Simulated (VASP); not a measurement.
# CaO: exact exchange and RPA correlation, part 5 of 6

How do cheaper functionals compare with the RPA for CaO, and at what cost? The scan starts from a database cell, scaled to the smallest volume of the series. The cell is of the rock-salt type, one of the forms listed for this formula. The start is a computed cell from the Materials Project.

VASP 6.6.1, plane waves and PAW; the level of theory is named at each step.

So far. Step 23 (Orbitals, volume ratio 1.02): The run ends at a pressure of -9.12 GPa. Step 24 (Exact exchange, volume ratio 1.02): The Hartree-Fock energy on these orbitals is -16.0219 eV an atom.

**26. RPA correlation, volume ratio 1.02**

This step: RPA correlation on LDA orbitals; plane waves and PAW (Ca_sv_GW, O_GW) (VASP 6.6.1).

RPA correlation at this point.

The input, INCAR:

```
SYSTEM = CaO
PREC = Accurate
ENCUT = 560
ISMEAR = 0
SIGMA = 0.05
LREAL = .FALSE.
GGA = CA
NBANDS = 868
ALGO = ACFDT
ENCUTGW = 200
NOMEGA = 12
PRECFOCK = Fast
LWAVE = .FALSE.
LCHARG = .FALSE.
```

The input, POSCAR:

```
CaO
1.0
    0.0000000000      2.4194737473      2.4194737473
    2.4194737473      0.0000000000      2.4194737473
    2.4194737473      2.4194737473      0.0000000000
Ca O
1 1
Direct
    0.0000000000      0.0000000000      0.0000000000
    0.5000000000      0.5000000000      0.5000000000
```

The input, KPOINTS:

```
Automatic mesh
0
Gamma
6 6 6
0 0 0
```

The projector-augmented-wave data sets are Ca_sv_GW and O_GW (LDA family, release 64).

Launch:

```bash
$ mpirun -np 4 vasp_std
```

What it wrote:

```text
[banner, memory and clock lines left out]
running    4 mpi-ranks, on    1 nodes
[...]
LDA part: xc-table for (Slater(with rela. corr.)+CA(PZ))
 , standard interpolation
 found WAVECAR, reading the header
 POSCAR, INCAR and KPOINTS ok, starting setup
[...]
reading WAVECAR
 the WAVECAR file was read successfully
 initial charge from wavefunction
 available memory per node:     65.70 GB, setting MAXMEM to     67273

 The Fermi energy was updated, please check that it is located mid-gap
 values below the HOMO (VB) or above the LUMO (CB) will cause erroneous energies
 E-fermi :   5.7952

 the WAVEDER file was read successfully
 set NWRITE>2 for more details about minimax calculation
 number of imaginary grid points requested:      12
 number of distinct grids requested:  1
 quadrature errors minimized for energies in [ 0.349E+01, 0.587E+03 ]
 bosonic grid (T=0, re) determined with error: 0.9122E-08
 bosonic grid (re): 0.9122E-08
       0.7890       2.5466       4.8987       8.4427      14.1449
[...]
NQ=  10    0.3333    0.3333    0.0000,
|.........|.........|.........|.........
 performed     178000000 updates of chi_q(r,r)
 total number of BLAS operations      44745.56 Gflops
NQ=  11    0.5000    0.3333    0.0000,
|.........|.........|.........|.........
 performed     195800000 updates of chi_q(r,r)
 total number of BLAS operations      49566.84 Gflops
NQ=  12   -0.3333    0.3333    0.0000,
|.........|.........|.........|.........
 performed     213600000 updates of chi_q(r,r)
 total number of BLAS operations      54493.51 Gflops
NQ=  13    0.5000    0.5000    0.0000,
|.........|.........|.........|.........
 performed     231400000 updates of chi_q(r,r)
 total number of BLAS operations      59634.35 Gflops
NQ=  14    0.5000    0.3333    0.1667,
|.........|.........|.........|.........
 performed     249200000 updates of chi_q(r,r)
 total number of BLAS operations      64455.64 Gflops
NQ=  15   -0.3333    0.3333    0.1667,
|.........|.........|.........|.........
 performed     267000000 updates of chi_q(r,r)
 total number of BLAS operations      69382.30 Gflops
NQ=  16   -0.3333    0.5000    0.1667,
|.........|.........|.........|.........
 performed     284800000 updates of chi_q(r,r)
 total number of BLAS operations      74415.49 Gflops
 entering main loop
```

Elapsed: 8.7 min, on 4 MPI ranks of Intel Xeon 6975P-C (Granite Rapids), shared host; peak memory 3.5 GiB.

OUTCAR, selected parts (step 26):

```text
      cutoff energy     smooth cutoff   RPA   correlation   Hartree contr. to MP2
---------------------------------------------------------------------------------
            200.000           160.000      -20.2937337582      -32.0510692804
            190.476           152.381      -19.9895695744      -31.6577760587
            181.406           145.125      -19.6741602548      -31.2431733588
            172.768           138.214      -19.3475070126      -30.8064028417
            164.541           131.632      -19.0095363480      -30.3467159193
            156.705           125.364      -18.6609947788      -29.8644668936
            149.243           119.394      -18.3020609223      -29.3595654093
            142.136           113.709      -17.9344699219      -28.8339227044
  linear regression

[... 3 parts as in an earlier step ...]

[... 1 further part left out ...]
[key lines of the parts left out:]
E-fermi :   5.7952
```

Extrapolated by the program to an infinite response cutoff, the correlation energy is -11.886 eV an atom, +7 meV against the point before. With exact exchange the total is -27.9082 eV an atom.

**27. Comparison: r2SCAN, volume ratio 1.02**

This step: r2SCAN; plane waves and PAW (Ca_sv_GW, O_GW) (VASP 6.6.1).

The comparison at this point.

The input, INCAR:

```
SYSTEM = CaO
PREC = Accurate
ENCUT = 560
EDIFF = 1E-06
NELM = 100
ISMEAR = 0
SIGMA = 0.05
LREAL = .FALSE.
ALGO = Normal
METAGGA = R2SCAN
LASPH = .TRUE.
NBANDS = 14
LWAVE = .FALSE.
LCHARG = .FALSE.
KPAR = 4
```

POSCAR is that of step 26.

KPOINTS is that of step 26.

Launch:

```bash
$ mpirun -np 4 vasp_std
```

What it wrote:

```text
[... set-up lines as in an earlier step ...]
 entering main loop
       N       E                     dE             d eps       ncg     rms          rms(c)
DAV:   1     0.131153933894E+03    0.13115E+03   -0.78343E+03   448   0.130E+03
DAV:   2    -0.833576066595E+02   -0.21451E+03   -0.18988E+03   580   0.520E+02
DAV:   3    -0.103999789117E+03   -0.20642E+02   -0.19236E+02   766   0.171E+02
DAV:   4    -0.104416479667E+03   -0.41669E+00   -0.41482E+00   622   0.227E+01
[...]
DAV:  14    -0.936500559742E+02    0.72671E-05   -0.17976E-05   720   0.462E-02    0.193E-02
DAV:  15    -0.936500536257E+02    0.23485E-05   -0.26644E-06   482   0.212E-02    0.678E-03
DAV:  16    -0.936500530133E+02    0.61247E-06   -0.64860E-07   390   0.156E-02
   1 F= -.93650053E+02 E0= -.93650053E+02  d E =-.278732E-12
```

Wall time 9.6 s (4 MPI ranks); peak memory 0.59 GiB; 36 s of CPU time.

From OUTCAR (step 27):

```text
  Total       -0.6332618     -0.6332618     -0.6332618      0.0000000      0.0000000     -0.0000000
  in kB      -35.8179810    -35.8179810    -35.8179810      0.0000000      0.0000000     -0.0000000
  external PRESSURE =     -35.8179810 kB  Pullay stress =       0.0000000 kB

 POSITION                                       TOTAL-FORCE (eV/Angst)
 -----------------------------------------------------------------------------------
      0.00000      0.00000      0.00000         0.000000      0.000000     -0.000000
      2.41947      2.41947      2.41947        -0.000000     -0.000000      0.000000
 -----------------------------------------------------------------------------------
    total drift:                                0.000000      0.000000      0.000000

  FREE ENERGIE OF THE ION-ELECTRON SYSTEM (eV)
  ---------------------------------------------------
  free  energy   TOTEN  =       -93.6500530133 eV

  energy  without entropy=      -93.6500530133  energy(sigma->0) =      -93.65005301

[... 2 parts as in an earlier step ...]

[... 1 further part left out ...]
[key lines of the parts left out:]
E-fermi :   4.3380
```

Its energy is -46.8250 eV an atom, on a zero of its own.

**28. Orbitals for comparison: HSE06, volume ratio 1.02**

This step: LDA; plane waves and PAW (Ca_sv_GW, O_GW) (VASP 6.6.1).

Starting orbitals, as before.

The input, INCAR:

```
SYSTEM = CaO
PREC = Accurate
ENCUT = 560
EDIFF = 1E-05
NELM = 100
ISMEAR = 0
SIGMA = 0.05
LREAL = .FALSE.
ALGO = Normal
GGA = CA
NBANDS = 14
LORBIT = 11
LWAVE = .TRUE.
LCHARG = .FALSE.
KPAR = 4
```

POSCAR is that of step 27.

KPOINTS is that of step 27.

Launch:

```bash
$ mpirun -np 4 vasp_std
```

What it wrote:

```text
[... set-up lines as in an earlier step ...]
 entering main loop
       N       E                     dE             d eps       ncg     rms          rms(c)
[... 12 cycles as in an earlier step ...]
DAV:  13    -0.191066837192E+02    0.28309E-04   -0.95801E-05   718   0.137E-01    0.509E-02
DAV:  14    -0.191066836222E+02    0.96953E-07   -0.21794E-06   254   0.177E-02
   1 F= -.19106684E+02 E0= -.19106684E+02  d E =-.894170E-20
 writing wavefunctions
```

Run time: 2.2 s. Hardware: 4 MPI ranks; peak memory 0.5 GiB; 6.3 s of CPU time.

From OUTCAR (step 28):

```text
  Total       -1.6173248     -1.6173248     -1.6173248      0.0000000     -0.0000000      0.0000000
  in kB      -91.4776700    -91.4776700    -91.4776700      0.0000000     -0.0000000      0.0000000
  external PRESSURE =     -91.4776700 kB  Pullay stress =       0.0000000 kB

 POSITION                                       TOTAL-FORCE (eV/Angst)
 -----------------------------------------------------------------------------------
      0.00000      0.00000      0.00000         0.000000      0.000000      0.000000
      2.41947      2.41947      2.41947        -0.000000     -0.000000     -0.000000
 -----------------------------------------------------------------------------------
    total drift:                                0.000000      0.000000      0.000000

  FREE ENERGIE OF THE ION-ELECTRON SYSTEM (eV)
  ---------------------------------------------------
  free  energy   TOTEN  =       -19.1066836222 eV

  energy  without entropy=      -19.1066836222  energy(sigma->0) =      -19.10668362

[... 2 parts as in an earlier step ...]

[... 1 further part left out ...]
[key lines of the parts left out:]
E-fermi :   4.3591
```

The run ends at a pressure of -9.15 GPa.

**29. Comparison: HSE06, volume ratio 1.02**

This step: HSE06; plane waves and PAW (Ca_sv_GW, O_GW) (VASP 6.6.1).

The comparison at this point.

The input, INCAR:

```
SYSTEM = CaO
PREC = Accurate
ENCUT = 560
EDIFF = 1E-06
NELM = 100
ISMEAR = 0
SIGMA = 0.05
LREAL = .FALSE.
ALGO = Normal
LHFCALC = .TRUE.
AEXX = 0.25
GGA = PE
HFSCREEN = 0.2
LASPH = .TRUE.
NBANDS = 14
PRECFOCK = Fast
LWAVE = .FALSE.
LCHARG = .FALSE.
KPAR = 4
```

POSCAR is that of step 28.

KPOINTS is that of step 28.

The WAVECAR or CHGCAR of an earlier step is read.

Launch:

```bash
$ mpirun -np 4 vasp_std
```

What it wrote:

```text
[... set-up lines as in an earlier step ...]
 entering main loop
       N       E                     dE             d eps       ncg     rms          rms(c)
DAV:   1    -0.209060888453E+02   -0.20906E+02   -0.74108E-01   648   0.183E+01    0.187E+00
DAV:   2    -0.208726579837E+02    0.33431E-01   -0.78777E-02   694   0.452E+00    0.879E-01
DAV:   3    -0.208745737306E+02   -0.19157E-02   -0.17258E-02   718   0.128E+00    0.622E-01
DAV:   4    -0.208733146365E+02    0.12591E-02   -0.15769E-03   616   0.841E-01    0.363E-01
[...]
DAV:   8    -0.208729598324E+02    0.55399E-05   -0.71280E-06   472   0.494E-02    0.621E-02
DAV:   9    -0.208729579503E+02    0.18822E-05   -0.25625E-06   406   0.309E-02    0.357E-02
DAV:  10    -0.208729575507E+02    0.39961E-06   -0.52381E-07   260   0.131E-02
   1 F= -.20872958E+02 E0= -.20872958E+02  d E =-.171450E-13
```

Elapsed: 72 s, on 4 MPI ranks; peak memory 0.99 GiB; 4.7 min of CPU time.

From OUTCAR (step 29):

```text
 POSITION                                       TOTAL-FORCE (eV/Angst)
 -----------------------------------------------------------------------------------
      0.00000      0.00000      0.00000        -0.000000     -0.000000      0.000000
      2.41947      2.41947      2.41947         0.000000      0.000000     -0.000000
 -----------------------------------------------------------------------------------
    total drift:                                0.000002      0.000002      0.000001

  FREE ENERGIE OF THE ION-ELECTRON SYSTEM (eV)
  ---------------------------------------------------
  free  energy   TOTEN  =       -20.8729575507 eV

  energy  without entropy=      -20.8729575507  energy(sigma->0) =      -20.87295755

[... 2 parts as in an earlier step ...]

[... 1 further part left out ...]
[key lines of the parts left out:]
E-fermi :   3.6199
```

Its energy is -10.4365 eV an atom, on a zero of its own.

**30. Orbitals, volume ratio 1.06**

This step: LDA; plane waves and PAW (Ca_sv_GW, O_GW) (VASP 6.6.1).

The same chain follows at a volume ratio of 1.06.

The input, INCAR:

```
SYSTEM = CaO
PREC = Accurate
ENCUT = 560
EDIFF = 1E-08
NELM = 100
ISMEAR = 0
SIGMA = 0.05
LREAL = .FALSE.
ALGO = Normal
GGA = CA
NBANDS = 14
LORBIT = 11
LWAVE = .TRUE.
LCHARG = .FALSE.
KPAR = 4
```

The input, POSCAR:

```
CaO
1.0
    0.0000000000      2.4506962070      2.4506962070
    2.4506962070      0.0000000000      2.4506962070
    2.4506962070      2.4506962070      0.0000000000
Ca O
1 1
Direct
    0.0000000000      0.0000000000      0.0000000000
    0.5000000000      0.5000000000      0.5000000000
```

KPOINTS is that of step 29.

Launch:

```bash
$ mpirun -np 4 vasp_std
```

What it wrote:

```text
[... set-up lines as in an earlier step ...]
 entering main loop
       N       E                     dE             d eps       ncg     rms          rms(c)
DAV:   1     0.211285442349E+03    0.21129E+03   -0.77137E+03   448   0.125E+03
DAV:   2     0.142764512658E+01   -0.20986E+03   -0.18807E+03   552   0.500E+02
DAV:   3    -0.223651053575E+02   -0.23793E+02   -0.21733E+02   784   0.166E+02
DAV:   4    -0.230145757012E+02   -0.64947E+00   -0.64817E+00   596   0.267E+01
[...]
DAV:  15    -0.190334481355E+02    0.53725E-07   -0.55500E-07   768   0.117E-02    0.126E-02
DAV:  16    -0.190334480951E+02    0.40425E-07   -0.56161E-08   702   0.301E-03    0.199E-03
DAV:  17    -0.190334480949E+02    0.17940E-09   -0.43839E-09   266   0.834E-04
   1 F= -.19033448E+02 E0= -.19033448E+02  d E =-.436079E-18
 writing wavefunctions
```

Elapsed: 2.4 s, on 4 MPI ranks; peak memory 0.52 GiB; 7.4 s of CPU time.

Parts of OUTCAR (step 30):

```text
  Total       -2.2401522     -2.2401522     -2.2401522      0.0000000      0.0000000      0.0000000
  in kB     -121.9241340   -121.9241340   -121.9241340      0.0000000      0.0000000      0.0000000
  external PRESSURE =    -121.9241340 kB  Pullay stress =       0.0000000 kB

 POSITION                                       TOTAL-FORCE (eV/Angst)
 -----------------------------------------------------------------------------------
      0.00000      0.00000      0.00000        -0.000000      0.000000     -0.000000
      2.45070      2.45070      2.45070         0.000000     -0.000000      0.000000
 -----------------------------------------------------------------------------------
    total drift:                                0.000000      0.000000      0.000000

  FREE ENERGIE OF THE ION-ELECTRON SYSTEM (eV)
  ---------------------------------------------------
  free  energy   TOTEN  =       -19.0334480949 eV

  energy  without entropy=      -19.0334480949  energy(sigma->0) =      -19.03344809

[... 1 part as in an earlier step ...]

[... 2 further parts left out ...]
[key lines of the parts left out:]
E-fermi :   4.0489
```

The run ends at a pressure of -12.19 GPa.

**31. Exact exchange, volume ratio 1.06**

This step: Hartree-Fock energy on LDA orbitals; plane waves and PAW (Ca_sv_GW, O_GW) (VASP 6.6.1).

Exact exchange at this point.

The input, INCAR:

```
SYSTEM = CaO
PREC = Accurate
ENCUT = 560
ISMEAR = 0
SIGMA = 0.05
LREAL = .FALSE.
GGA = CA
NBANDS = 14
ALGO = Eigenval
NELM = 1
LHFCALC = .TRUE.
AEXX = 1
ALDAC = 0
AGGAC = 0
PRECFOCK = Normal
LWAVE = .FALSE.
LCHARG = .FALSE.
```

POSCAR is that of step 30.

KPOINTS is that of step 30.

The run starts from files that an earlier step left in the folder.

Launch:

```bash
$ mpirun -np 4 vasp_std
```

What it wrote:

```text
[... set-up lines as in an earlier step ...]
 entering main loop
       N       E                     dE             d eps       ncg     rms          rms(c)
EIG:   1    -0.320365163157E+02   -0.32037E+02    0.00000E+00     0   0.000E+00
   1 F= -.32036516E+02 E0= -.32036516E+02  d E =-.504083E-44
```

Wall time 46 s (4 MPI ranks); peak memory 0.49 GiB.

Parts of OUTCAR (step 31):

```text
 POSITION                                       TOTAL-FORCE (eV/Angst)
 -----------------------------------------------------------------------------------
      0.00000      0.00000      0.00000        -0.000000      0.000000      0.000000
      2.45070      2.45070      2.45070         0.000000      0.000000     -0.000000
 -----------------------------------------------------------------------------------
    total drift:                               -0.000000     -0.000000     -0.000000

  FREE ENERGIE OF THE ION-ELECTRON SYSTEM (eV)
  ---------------------------------------------------
  free  energy   TOTEN  =       -32.0365163157 eV

  energy  without entropy=      -32.0365163157  energy(sigma->0) =      -32.03651632

[... 2 parts as in an earlier step ...]

[... 1 further part left out ...]
[key lines of the parts left out:]
E-fermi :   4.2407
```

The Hartree-Fock energy on these orbitals is -16.0183 eV an atom.

**32. Empty bands, volume ratio 1.06**

This step: LDA; plane waves and PAW (Ca_sv_GW, O_GW) (VASP 6.6.1).

The empty bands are made again, for the run that follows.

The input, INCAR:

```
SYSTEM = CaO
PREC = Accurate
ENCUT = 560
ISMEAR = 0
SIGMA = 0.05
LREAL = .FALSE.
GGA = CA
NBANDS = 908
ALGO = Exact
NELM = 1
LWAVE = .TRUE.
LCHARG = .FALSE.
LOPTICS = .TRUE.
NEDOS = 1000
CSHIFT = 0.1
```

POSCAR is that of step 31.

KPOINTS is that of step 31.

Launch:

```bash
$ mpirun -np 4 vasp_std
```

What it wrote:

```text
[banner, memory and clock lines left out]
running    4 mpi-ranks, on    1 nodes
[...]
LDA part: xc-table for (Slater(with rela. corr.)+CA(PZ))
 , standard interpolation
 found WAVECAR, reading the header
  number of bands has changed, file:    14 present:   908
  trying to continue reading WAVECAR, but it might fail
 POSCAR, INCAR and KPOINTS ok, starting setup
[...]
reading WAVECAR
 random initialization beyond band           14
 the WAVECAR file was read successfully
 initial charge from wavefunction
 entering main loop
       N       E                     dE             d eps       ncg     rms          rms(c)
DIA:   1    -0.190334480962E+02   -0.19033E+02    0.00000E+00     0   0.000E+00
   1 F= -.19033448E+02 E0= -.19033448E+02  d E =-.104010E-14
 writing wavefunctions
 optical routines
 imaginary and real dielectric function
 recalculating local potential from charge density
 direction            1
 direction            2
 direction            3
```

It took 9 s on 4 MPI ranks; peak memory 0.99 GiB; 34 s of CPU time.

Parts of OUTCAR (step 32):

```text
  Total       -2.2410407     -2.2410407     -2.2410407      0.0000000     -0.0000000      0.0000000
  in kB     -121.9724915   -121.9724915   -121.9724915      0.0000000     -0.0000000      0.0000000
  external PRESSURE =    -121.9724915 kB  Pullay stress =       0.0000000 kB

 POSITION                                       TOTAL-FORCE (eV/Angst)
 -----------------------------------------------------------------------------------
      0.00000      0.00000      0.00000        -0.000000     -0.000000      0.000000
      2.45070      2.45070      2.45070         0.000000      0.000000     -0.000000
 -----------------------------------------------------------------------------------
    total drift:                                0.000000      0.000000      0.000000

  FREE ENERGIE OF THE ION-ELECTRON SYSTEM (eV)
  ---------------------------------------------------
  free  energy   TOTEN  =       -19.0334480962 eV

  energy  without entropy=      -19.0334480962  energy(sigma->0) =      -19.03344810

[... 1 part as in an earlier step ...]

[... 2 further parts left out ...]
[key lines of the parts left out:]
E-fermi :   4.0137
```

WAVECAR now holds 908 bands for 16 electrons.

(Part 5 of 6 ends here.)

[Lines on the potential files, build, host, timing and source positions are cut from VASP's logs without a mark.]

[Logs are printed without paths, hosts, clocks, repeated set-up lines and the standing remarks that a program may print on its own settings, such as how far it seeks lower states.]

[Hosts, paths, dates, database ids (printed as entryN), source tags and the programs' standing remarks are cut or masked in the printed files.]

[Pressures printed for these runs are not shown converged in the cutoff: they can be off by several GPa and have the wrong sign.]
